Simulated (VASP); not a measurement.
## BaTiO3: X-ray absorption with a core hole

Aim: an X-ray absorption edge of BaTiO3 by the supercell core-hole method. The cell has space group Pm-3m. The start is a cell from a database of measured crystal structures.

Program: VASP 6.6.1. Level of theory: LDA, no spin polarisation; plane waves and PAW (Ti_sv, Ba_sv_GW, Ti_sv, O), in the first sound run; inputs show where later runs differ. Results are calculated unless marked as measured.

## (1) Set-up

It takes space group Pm-3m (No. 221, cubic). The conventional cell has a = 4.006 Å, b = 4.006 Å, c = 4.006 Å, α = 90.00°, β = 90.00°, γ = 90.00°. Nearest to Ti lie 6 O at 2.00 Å. Ba has 12 O at 2.83 Å nearest. O has 2 Ti at 2.00 Å and 4 Ba at 2.83 Å nearest. Farther neighbours and most contacts between anions are not listed.

Coordinates:

```cif
data_structure
_symmetry_space_group_name_H-M 'Pm-3m'
_symmetry_Int_Tables_number 221
_cell_length_a 4.0060
_cell_length_b 4.0060
_cell_length_c 4.0060
_cell_angle_alpha 90.000
_cell_angle_beta 90.000
_cell_angle_gamma 90.000
_cell_volume 64.29
loop_
_atom_site_label
_atom_site_type_symbol
_atom_site_symmetry_multiplicity
_atom_site_Wyckoff_symbol
_atom_site_fract_x
_atom_site_fract_y
_atom_site_fract_z
_atom_site_occupancy
Ti1 Ti 1 a 0.00000 0.00000 0.00000 1
Ba1 Ba 1 b 0.50000 0.50000 0.50000 1
O1 O 3 d 0.00000 0.00000 0.50000 1
```

## (2) Supercell without a hole

The cell without a hole gives, with ICORELEVEL = 1, the Kohn-Sham core levels of the initial state. It is a supercell, which puts a hole 5.7 Å from its nearest image.

The input, INCAR:

```
SYSTEM = BaTiO3
PREC = Accurate
ENCUT = 400
EDIFF = 1E-05
NELM = 100
ISMEAR = 0
SIGMA = 0.05
LREAL = .FALSE.
ALGO = Normal
GGA = CA
NBANDS = 50
LASPH = .TRUE.
LWAVE = .FALSE.
LCHARG = .FALSE.
KPAR = 2
NCORE = 4
ICORELEVEL = 1
```

The input, POSCAR:

```
BaTiO3
1.0
    4.0060000000      0.0000000000      4.0060000000
    0.0000000000      4.0060000000      4.0060000000
    0.0000000000     -4.0060000000      4.0060000000
Ti Ba Ti O
1 2 1 6
Direct
    0.0000000000      0.0000000000      0.0000000000
    0.5000000000      0.2500000000      0.7500000000
    0.5000000000      0.7500000000      0.2500000000
    0.0000000000      0.5000000000      0.5000000000
    0.0000000000      0.2500000000      0.2500000000
    0.0000000000      0.7500000000      0.7500000000
    0.0000000000      0.2500000000      0.7500000000
    0.0000000000      0.7500000000      0.2500000000
    0.5000000000      0.7500000000      0.7500000000
    0.5000000000      0.2500000000      0.2500000000
```

The input, KPOINTS:

```
Automatic mesh
0
Gamma
3 3 3
0 0 0
```

The projector-augmented-wave data sets are Ti_sv, Ba_sv_GW, Ti_sv and O (PBE family, release 64).

On the command line:

```bash
mpirun -np 8 vasp_std
```

The log of the run:

```text
[banner, memory and clock lines left out]
running    8 mpi-ranks, on    1 nodes
 distrk:  each k-point on    4 cores,    2 groups
 distr:  one band on    4 cores,    1 groups

 POSCAR found type information on POSCAR TiBaTiO
 POSCAR found :  4 types and      10 ions
|                                                                             |
|               ----> ADVICE to this user running VASP <----                  |
|                                                                             |
|     You enforced a specific xc type in the INCAR file but a different       |
|     [... a line on the potential file left out ...]
|     I HOPE YOU KNOW WHAT YOU ARE DOING!                                     |
|                                                                             |

 LDA part: xc-table for (Slater(with rela. corr.)+CA(PZ))
 , standard interpolation
 POSCAR, INCAR and KPOINTS ok, starting setup
 FFT: planning ... GRIDC
 FFT: planning ... GRID_SOFT
 FFT: planning ... GRID
 WAVECAR not read
 entering main loop
       N       E                     dE             d eps       ncg     rms          rms(c)
DAV:   1     0.114888224462E+04    0.11489E+04   -0.29840E+04   400   0.146E+03
DAV:   2     0.115259793320E+03   -0.10336E+04   -0.10063E+04   464   0.596E+02
DAV:   3    -0.956514525296E+02   -0.21091E+03   -0.19961E+03   690   0.258E+02
DAV:   4    -0.111864651315E+03   -0.16213E+02   -0.16114E+02   704   0.904E+01
DAV:   5    -0.112846866679E+03   -0.98222E+00   -0.98116E+00   744   0.190E+01    0.316E+01
DAV:   6    -0.915171239585E+02    0.21330E+02   -0.11045E+02   584   0.726E+01    0.117E+01
DAV:   7    -0.919652972574E+02   -0.44817E+00   -0.24812E+01   678   0.321E+01    0.988E+00
DAV:   8    -0.917530364640E+02    0.21226E+00   -0.17964E+00   664   0.826E+00    0.657E+00
DAV:   9    -0.915682687189E+02    0.18477E+00   -0.55673E-01   596   0.535E+00    0.182E+00
DAV:  10    -0.915824180897E+02   -0.14149E-01   -0.16850E-01   688   0.230E+00    0.808E-01
DAV:  11    -0.915752264743E+02    0.71916E-02   -0.27738E-02   686   0.114E+00    0.572E-01
DAV:  12    -0.915723795490E+02    0.28469E-02   -0.30836E-02   528   0.130E+00    0.149E-01
DAV:  13    -0.915714735792E+02    0.90597E-03   -0.51777E-03   652   0.573E-01    0.108E-01
DAV:  14    -0.915714149713E+02    0.58608E-04   -0.41983E-04   600   0.130E-01    0.512E-02
DAV:  15    -0.915713736291E+02    0.41342E-04   -0.25348E-04   536   0.130E-01    0.308E-02
DAV:  16    -0.915713669280E+02    0.67011E-05   -0.56625E-05   478   0.751E-02
   1 F= -.91571367E+02 E0= -.91571367E+02  d E =-.840201E-22
```

Run time: 4.2 s. Hardware: 8 MPI ranks of Intel Xeon 6975P-C (Granite Rapids), shared host; peak memory 1.2 GiB.

The logs omit lines about the potential files and the build; timing stands in the text.

OUTCAR, selected parts (step 2):

```text
ion  position               nearest neighbor table
   1  0.000  0.000  0.000-   5 2.00   6 2.00   7 2.00   8 2.00   9 2.00  10 2.00
   2  0.500  0.250  0.750-
   3  0.500  0.750  0.250-
   4  0.000  0.500  0.500-   5 2.00   6 2.00   7 2.00   8 2.00  10 2.00   9 2.00
   5  0.000  0.250  0.250-   1 2.00   4 2.00
   6  0.000  0.750  0.750-   1 2.00   4 2.00
   7  0.000  0.250  0.750-   1 2.00   4 2.00
   8  0.000  0.750  0.250-   1 2.00   4 2.00
   9  0.500  0.750  0.750-   4 2.00   1 2.00
  10  0.500  0.250  0.250-   1 2.00   4 2.00

  LATTYP: Found a face centered cubic cell.
 ALAT       =     8.0120000000

 Subroutine GETGRP returns: Found 48 space group operations
 (whereof 48 operations were pure point group operations)

The static configuration has the point symmetry O_h .

 Found      4 irreducible k-points:

   k-points           NKPTS =      4   k-points in BZ     NKDIM =      4   number of bands    NBANDS=     50

   dimension x,y,z NGX =    40 NGY =   40 NGZ =   40
   dimension x,y,z NGXF=    80 NGYF=   80 NGZF=   80

   ENCUT  =  400.0 eV  29.40 Ry    5.42 a.u.   9.24  9.24  9.24*2*pi/ulx,y,z

   NELECT =      80.0000    total number of electrons

 k-points in reciprocal lattice and weights: Automatic mesh
   0.00000000  0.00000000  0.00000000       0.037
   0.33333333  0.00000000  0.00000000       0.222
   0.00000000  0.33333333  0.00000000       0.296
  -0.33333333  0.33333333  0.00000000       0.444

 the core state eigenenergies are
   1-  1s  -4857.8685  2s   -526.7558  2p   -434.0195
   2-  1s -37234.7987  2s  -5872.2872  2p  -5263.4941  3s  -1227.8050  3p  -1032.7387
       3d   -749.6941  4s   -228.9489  4p   -166.0582  4d    -74.8039
   3-  1s -37234.7987  2s  -5872.2872  2p  -5263.4941  3s  -1227.8050  3p  -1032.7387
       3d   -749.6941  4s   -228.9489  4p   -166.0582  4d    -74.8039
   4-  1s  -4857.8682  2s   -526.7555  2p   -434.0193
   5-  1s   -499.2903
   6-  1s   -499.2903
   7-  1s   -499.2903
   8-  1s   -499.2903
   9-  1s   -499.2903
  10-  1s   -499.2903

 E-fermi :   5.3669

 k-point     1 :       0.0000    0.0000    0.0000
  band No.  band energies     occupation
    ...
     36       4.9191      2.00000
     37       4.9191      2.00000
     38       5.0312      2.00000
     39       5.0312      2.00000
     40       5.0312      2.00000
     41       6.7086      0.00000
     42       6.7086      0.00000
     43       6.7086      0.00000
     44       8.9659      0.00000
     45       8.9659      0.00000
    ...

 k-point     2 :       0.3333    0.0000    0.0000
  band No.  band energies     occupation
    ...
     36       4.3265      2.00000
     37       4.3265      2.00000
     38       4.4493      2.00000
     39       4.4493      2.00000
     40       4.9814      2.00000
     41       6.8057      0.00000
     42       8.0958      0.00000
     43       8.0958      0.00000
     44       8.6486      0.00000
     45       8.6486      0.00000
    ...

 k-point     3 :       0.0000    0.3333    0.0000
  band No.  band energies     occupation
    ...
     36       4.4428      2.00000
     37       4.4428      2.00000
     38       4.5005      2.00000
     39       4.5005      2.00000
     40       4.7133      2.00000
     41       7.5089      0.00000
     42       7.5750      0.00000
     43       7.5750      0.00000
     44       8.6725      0.00000
     45       8.6725      0.00000
    ...

  Total      -11.4755133    -11.4755133    -11.4755133     -0.0000000      0.0000000     -0.0000000
  in kB     -142.9946779   -142.9946779   -142.9946779     -0.0000000      0.0000000     -0.0000000
  external PRESSURE =    -142.9946779 kB  Pullay stress =       0.0000000 kB

  energy-cutoff  :      400.00
  volume of cell :      128.58
      direct lattice vectors                 reciprocal lattice vectors
     4.006000000  0.000000000  4.006000000     0.249625562  0.000000000  0.000000000
     0.000000000  4.006000000  4.006000000    -0.124812781  0.124812781  0.124812781
     0.000000000 -4.006000000  4.006000000    -0.124812781 -0.124812781  0.124812781

 POSITION                                       TOTAL-FORCE (eV/Angst)
 -----------------------------------------------------------------------------------
      0.00000      0.00000      0.00000         0.000000      0.000000      0.000000
      2.00300     -2.00300      6.00900         0.000000      0.000000     -0.000000
      2.00300      2.00300      6.00900         0.000000      0.000000      0.000000
      0.00000      0.00000      4.00600         0.000000      0.000000      0.000000
      0.00000      0.00000      2.00300         0.000000      0.000000     -0.000077
      0.00000      0.00000      6.00900         0.000000      0.000000      0.000077
      0.00000     -2.00300      4.00600         0.000000     -0.000077      0.000000
      0.00000      2.00300      4.00600         0.000000      0.000077      0.000000
      2.00300      0.00000      8.01200        -0.000077      0.000000     -0.000000
      2.00300      0.00000      4.00600         0.000077      0.000000      0.000000
 -----------------------------------------------------------------------------------
    total drift:                                0.000000      0.000000     -0.000000

  FREE ENERGIE OF THE ION-ELECTRON SYSTEM (eV)
  ---------------------------------------------------
  free  energy   TOTEN  =       -91.5713669280 eV

  energy  without entropy=      -91.5713669280  energy(sigma->0) =      -91.57136693

[... 1 further part left out ...]
```

These are scalar-relativistic Kohn-Sham levels of the ground state, with no core hole, so they are not binding energies. The PAW data sets were made with PBE, though LDA sets exist; this is a small mismatch.

Numbers from this step:

```yaml
free_energy_toten: -91.5714 eV
fermi_energy: 5.367 eV
pressure: -14.30 GPa
```

The two shallowest core shells; atoms whose shallowest level rounds to another's at 0.01 eV are left out. Core levels, by row:

```csv
atom,shell,level below the valence-band top (eV)
Ti1,2s,531.8
Ti1,2p,439.1
Ba2,4p,171.1
Ba2,4d,79.84
O5,1s,504.3
```

[end of part 1 of 2]

[Lines on the potential files, build, host, timing and source positions are cut from VASP's logs without a mark.]

[Logs are printed without paths, hosts, clocks, repeated set-up lines and the standing remarks that a program may print on its own settings, such as how far it seeks lower states.]

[Hosts, paths, dates, database ids (printed as entryN), source tags and the programs' standing remarks are cut or masked in the printed files.]
